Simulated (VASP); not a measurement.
# Sn3P2 (R-3m) in VASP: elastic constants with PBE

Aim: the elastic constants of Sn3P2 with PBE.

All numbers are computed with VASP 6.6.1; they aren't measurements. Logs are shortened: lines on timing, memory, paths and dates and some standing lists are left out, and cuts for length are marked.

## Step 1: The crystal as given

The structure is trigonal, space group R-3m (No. 166). The conventional cell has a = 4.053 Å, b = 4.053 Å, c = 25.746 Å, α = 90.00°, β = 90.00°, γ = 120.00°. Sn (site symmetry 3m) is surrounded by 3 P at 2.72 Å. Around Sn (site symmetry -3m) lie 6 P at 2.90 Å. P (site symmetry 3m) has 6 Sn at 2.72 to 2.90 Å as nearest neighbours.

The cell was built by a generator and needn't be a form met in nature.

## Step 2: Elastic constants, PBE

POSCAR reads:

```
Sn3P2
1.0
    2.0266330000      1.1700770000      8.5821000000
   -2.0266330000      1.1700770000      8.5821000000
    0.0000000000     -2.3401540000      8.5821000000
Sn P
3 2
Direct
    0.2128750000      0.2128750000      0.2128750000
    0.7871250000      0.7871250000      0.7871250000
    0.0000000000      0.0000000000      0.0000000000
    0.6002230000      0.6002230000      0.6002230000
    0.3997770000      0.3997770000      0.3997770000
```

INCAR.step1 reads:

```
PREC = Accurate ; ENCUT = 520
EDIFF = 1E-8 ; ISMEAR = 0
SIGMA = 0.1 ; LREAL = F
LASPH = T ; NELM = 100
ALGO = Normal ; ISIF = 3
LWAVE = F ; LCHARG = F
GGA = PE ; KPAR = 8
IBRION = 2 ; NSW = 40
EDIFFG = -0.002
```

INCAR.step2 reads:

```
PREC = Accurate ; ENCUT = 520
EDIFF = 1E-8 ; ISMEAR = 0
SIGMA = 0.1 ; LREAL = F
LASPH = T ; NELM = 100
ALGO = Normal ; ISIF = 3
LWAVE = F ; LCHARG = F
GGA = PE ; KPAR = 8
IBRION = 6 ; NFREE = 2
POTIM = 0.015 ; NSW = 1
```

KPOINTS reads:

```
regular mesh
0
Gamma
  6 6 6
```

Potentials or basis: VASP PAW PBE potentials, release 64 (Sn_d, P).

The run is started by

```
> cat potpaw_PBE.64/Sn_d/POTCAR potpaw_PBE.64/P/POTCAR > POTCAR
> cp INCAR.step1 INCAR
> mpirun -np 8 vasp_std > vasp.out
> cp CONTCAR POSCAR
> cp INCAR.step2 INCAR
> mpirun -np 8 vasp_std > vasp.out
```

OUTCAR:

```text
PREC = Accurate
   ENCUT = 520
   EDIFF = 1E-8
   ISMEAR = 0
   LREAL = F
   LASPH = T
   NELM = 100
   ISIF = 3
   GGA = PE
   IBRION = 6
   NFREE = 2
   POTIM = 0.015
   NSW = 1

 ion  position               nearest neighbor table
   1  0.213  0.213  0.213-   4 2.72   4 2.72   4 2.72   2 3.34   2 3.34   2 3.34
   2  0.787  0.787  0.787-   5 2.72   5 2.72   5 2.72   1 3.34   1 3.34   1 3.34
   3  0.000  0.000  0.000-   4 2.89   5 2.89   4 2.89   4 2.89   5 2.89   5 2.89
   4  0.600  0.600  0.600-   1 2.72   1 2.72   1 2.72   3 2.89   3 2.89   3 2.89
   5  0.400  0.400  0.400-   2 2.72   2 2.72   2 2.72   3 2.89   3 2.89   3 2.89

  LATTYP: Found a trigonal (rhomboedric) cell.
 ALAT       =     8.9104259741
 COS(alpha) =     0.8970156596

  Lattice vectors:

 A1 = (   2.0219437272,   1.1673696478,   8.5991094137)
 A2 = (  -2.0219437272,   1.1673696478,   8.5991094137)
 A3 = (   0.0000000000,  -2.3347392956,   8.5991094137)

Analysis of symmetry for initial positions (statically):
=====================================================================
 Subroutine PRICEL returns:
 Original cell was already a primitive cell.

 Routine SETGRP: Setting up the symmetry group for a
 trigonal (rhombohedral) supercell.

 Subroutine GETGRP returns: Found 12 space group operations
 (whereof 12 operations were pure point group operations)
 out of a pool of 12 trial point group operations.

The static configuration has the point symmetry D_3d.

Analysis of symmetry for dynamics (positions and initial velocities):
=====================================================================
 Subroutine PRICEL returns:
 Original cell was already a primitive cell.

 Routine SETGRP: Setting up the symmetry group for a
 trigonal (rhombohedral) supercell.

 Subroutine GETGRP returns: Found 12 space group operations
 (whereof 12 operations were pure point group operations)
 out of a pool of 12 trial point group operations.

The dynamic configuration has the point symmetry D_3d.

 Subroutine INISYM returns: Found 12 space group operations
 (whereof 12 operations are pure point group operations),
 and found     1 'primitive' translations

----------------------------------------------------------------------------------------

                                     Primitive cell

  volume of cell :     121.7817

  direct lattice vectors                    reciprocal lattice vectors
     2.021943727  1.167369648  8.599109414     0.247286803  0.142771115  0.038763704
    -2.021943727  1.167369648  8.599109414    -0.247286803  0.142771115  0.038763704
     0.000000000 -2.334739296  8.599109414     0.000000000 -0.285542231  0.038763704

  length of vectors
     8.910425974  8.910425974  8.910425932     0.288161377  0.288161377  0.288161396

  position of ions in fractional coordinates (direct lattice)
     0.213011196  0.213011196  0.213011196
     0.786988804  0.786988804  0.786988804
     0.000000000  0.000000000  0.000000000
     0.600334135  0.600334135  0.600334135
     0.399665865  0.399665865  0.399665865

  ion indices of the primitive-cell ions
   primitive index   ion index
                 1           1
                 2           2
                 3           3
                 4           4
                 5           5

----------------------------------------------------------------------------------------
[... 124 lines left out ...]

  FORCE on cell =-STRESS in cart. coord.  units (eV):
  Direction    XX          YY          ZZ          XY          YZ          ZX
  --------------------------------------------------------------------------------------
  -------------------------------------------------------------------------------------
  Total        0.0051086      0.0051086      0.0041375      0.0000000     -0.0000000      0.0000000
  in kB        0.0672100      0.0672099      0.0544342      0.0000000     -0.0000000      0.0000000
  external PRESSURE =       0.0629514 kB  Pullay stress =       0.0000000 kB
[... 98 lines left out ...]
  FREE ENERGIE OF THE ION-ELECTRON SYSTEM (eV)
  ---------------------------------------------------
  free  energy   TOTEN  =       -22.4920644095 eV

  energy  without entropy=      -22.4854687278  energy(sigma->0) =      -22.48876657

[... ionic steps 4 to 22 ...]

--------------------------------------- Ionic step       23  -------------------------------------------

 number of electron      52.0000005 magnetization

------------------------ aborting loop because EDIFF is reached ----------------------------------------
[... 73 lines left out ...]
--------------------------------------- Ionic step       25  -------------------------------------------

 number of electron      52.0000005 magnetization

 Free energy of the ion-electron system (eV)
  ---------------------------------------------------
  ext. energy  EPLUGINS =         0.00000000
  ---------------------------------------------------
  free energy    TOTEN  =       -22.50074192 eV

  energy without entropy =      -22.49414087  energy(sigma->0) =      -22.49744140

 E-fermi :   7.4300     XC(G=0): -10.0698

 val. band max:        7.4113867231   @ k =   0.3333   0.3333   0.0000
 cond. band min:       7.4502067948   @ k =  -0.3333   0.1667   0.1667
 fundamental gap:      0.0388200717
 Fermi energy:         7.4300456046

 k-point     1 :       0.0000    0.0000    0.0000
  band No.  band energies     occupation
      1     -14.3078      2.00000
      2     -14.3078      2.00000
      3     -14.2904      2.00000
      4     -14.2888      2.00000
      5     -14.2888      2.00000
      6     -14.2748      2.00000
[... 805 lines left out ...]
     30      10.1361      0.00000
     31      10.4892      0.00000

 [... further k-points ...]

------------------------ aborting loop because EDIFF is reached ----------------------------------------

  FORCE on cell =-STRESS in cart. coord.  units (eV):
  Direction    XX          YY          ZZ          XY          YZ          ZX
  --------------------------------------------------------------------------------------
  -------------------------------------------------------------------------------------
  Total        0.0492235      0.0492235      0.0252730      0.0000000      0.0000000      0.0000000
  in kB        0.6475906      0.6475905      0.3324956      0.0000000      0.0000000      0.0000000
  external PRESSURE =       0.5425589 kB  Pullay stress =       0.0000000 kB
[... 20 lines left out ...]
  FREE ENERGIE OF THE ION-ELECTRON SYSTEM (eV)
  ---------------------------------------------------
  free  energy   TOTEN  =       -22.5007419220 eV

  energy  without entropy=      -22.4941408691  energy(sigma->0) =      -22.49744140

 INTERNAL STRAIN TENSORS FROM STRAINED CELLS
 ============================================

 INTERNAL STRAIN TENSOR FOR ION    1 for displacements in x,y,z  (eV/Angst):
          X           Y           Z          XY          YZ          ZX
  --------------------------------------------------------------------------------
  x     0.00000     0.00000     0.00000    -1.63844     0.00000     3.46400
  y    -1.61566     1.68828    -0.00000     0.00004     3.46219     0.00012
  z     5.23471     5.36192     5.76714     0.00025    -0.03168    -0.00017

 INTERNAL STRAIN TENSORS FROM DISPLACED ATOMS
 ============================================

 INTERNAL STRAIN TENSOR FOR ION    1 for displacements in x,y,z  (eV/Angst):
          X           Y           Z          XY          YZ          ZX
  --------------------------------------------------------------------------------
  x     0.00000     0.00000     0.00000    -1.71340     0.00000     3.47917
  y    -1.71340     1.71340    -0.00000     0.00000     3.47917     0.00000
  z     5.27830     5.27830     5.64856     0.00000     0.00000     0.00000

 INTERNAL STRAIN TENSOR FOR ION    5 for displacements in x,y,z  (eV/Angst):
          X           Y           Z          XY          YZ          ZX
  --------------------------------------------------------------------------------
  x     0.00000    -0.00000     0.00000    -1.31750     0.00000     1.24790
  y    -1.31750     1.31750    -0.00000     0.00000     1.24790    -0.00000
  z     2.86938     2.86938     1.34863     0.00000     0.00000     0.00000

 Eigenvectors and eigenvalues of the dynamical matrix
 ----------------------------------------------------

   1 f  =    6.911996 THz    43.429351 2PiTHz  230.559368 cm-1    28.585706 meV
             X         Y         Z           dx          dy          dz
      0.000000  0.000000  5.495120     0.000000   -0.000000    0.215682
      0.000000  0.000000 20.302208    -0.000000    0.000000   -0.215682
      0.000000  0.000000  0.000000     0.000000   -0.000000   -0.000000
      0.000000  0.000000 15.487017    -0.000000    0.000000   -0.673410
      0.000000  0.000000 10.310312     0.000000   -0.000000    0.673410
[... 105 lines left out ...]
  15 f/i=    0.006378 THz     0.040071 2PiTHz    0.212732 cm-1     0.026375 meV
             X         Y         Z           dx          dy          dz
      0.000000  0.000000  5.495120     0.000000   -0.000000    0.532164
      0.000000  0.000000 20.302208     0.000000   -0.000000    0.532164
      0.000000  0.000000  0.000000     0.000000   -0.000000    0.534394
      0.000000  0.000000 15.487017     0.000000   -0.000000    0.272053
      0.000000  0.000000 10.310312     0.000000   -0.000000    0.272053

--------------------------------------------------------------------------------------------------------

 ELASTIC MODULI CONTR FROM IONIC RELAXATION (kBar)
 Direction    XX          YY          ZZ          XY          YZ          ZX
 --------------------------------------------------------------------------------
 XX        -146.9543    -99.6441   -127.8331     -0.0000     48.1634     -0.0000
 YY         -99.6441   -146.9543   -127.8331      0.0000    -48.1634      0.0000
 ZZ        -127.8331   -127.8331   -150.6700      0.0000     -0.0000      0.0000
 XY          -0.0000      0.0000      0.0000    -23.6551      0.0000     48.1633
 YZ          48.1634    -48.1634     -0.0000      0.0000   -115.1874      0.0000
 ZX          -0.0000      0.0000      0.0000     48.1633      0.0000   -115.1869
 --------------------------------------------------------------------------------

 TOTAL ELASTIC MODULI (kBar)
 Direction    XX          YY          ZZ          XY          YZ          ZX
 --------------------------------------------------------------------------------
 XX         920.5607    110.2218    337.3088     -0.0000   -154.6089     -0.0000
 YY         110.2218    920.5603    337.3088      0.0000    154.6088      0.0000
 ZZ         337.3088    337.3088    604.6751      0.0000     -0.0000      0.0000
 XY          -0.0000      0.0000      0.0000    405.1694      0.0000   -154.6089
 YZ        -154.6089    154.6088     -0.0000      0.0000    332.1467      0.0000
 ZX          -0.0000      0.0000      0.0000   -154.6089      0.0000    332.1471
 --------------------------------------------------------------------------------
```

It took 75 min on 8 MPI ranks of Intel Xeon Platinum 8488C (Sapphire Rapids), shared host; peak memory 1 GiB.

What came out:

```yaml
Relaxed_volume: 24.36 Å³/atom
Relaxed_cell: a = 8.910 Å, b = 8.910 Å, c = 8.910 Å, α = 26.23°, β = 26.23°, γ = 26.23°
Space_group_after_relaxing_to_0.05_Å: R-3m (No. 166)
Voigt_bulk_modulus: 45 GPa
Highest_phonon_frequency_at_Γ_LO-TO_splitting_left_out: 231 cm⁻¹
```

Step by step:
```
step  energy change (eV)  largest force (eV/Å)  pressure (GPa)  volume (Å³)
   1              0.0000                0.0249           -0.18       122.11
   2             -0.0003                0.0104            0.07       121.61
   3             -0.0003                0.0074            0.02       121.71
   4             -0.0003                0.0071            0.01       121.72
   5             -0.0003                0.0063            0.01       121.73
   6             -0.0004                0.0044            0.00       121.76
   7             -0.0004                0.0049            0.00       121.77
   8             -0.0004                0.0028            0.01       121.76
   9             -0.0004                0.0026            0.01       121.75
  10             -0.0004                0.0020            0.02       121.74
  11             -0.0004                0.0013            0.02       121.75
  12             -0.0004                0.0011            0.01       121.78
```

Final structure:
```
Sn P
1.0
     2.02194    1.16737    8.59911
    -2.02194    1.16737    8.59911
     0.00000   -2.33474    8.59911
Sn P
3 2
Direct
  0.21301 0.21301 0.21301
  0.78699 0.78699 0.78699
  0.00000 0.00000 0.00000
  0.60033 0.60033 0.60033
  0.39967 0.39967 0.39967
```

Phonon frequencies in cm⁻¹ (negative: imaginary):
| q point | frequencies |
| --- | --- |
| (0.000, 0.000, 0.000) | 0 0 0 66 66 67 67 98 109 172 172 177 219 219 231 |

Elastic tensor in Voigt notation (GPa, in the Cartesian axes of the cell as first typed):
```
 92  11  34 -15   0   0
 11  92  34  15   0   0
 34  34  60   0   0   0
-15  15   0  33   0   0
  0   0   0   0  33 -15
  0   0   0   0 -15  41
```

Clamped-ion elastic tensor (GPa):
```
107  21  47 -20   0   0
 21 107  47  20   0   0
 47  47  76   0   0   0
-20  20   0  45   0   0
  0   0   0   0  45 -20
  0   0   0   0 -20  43
```
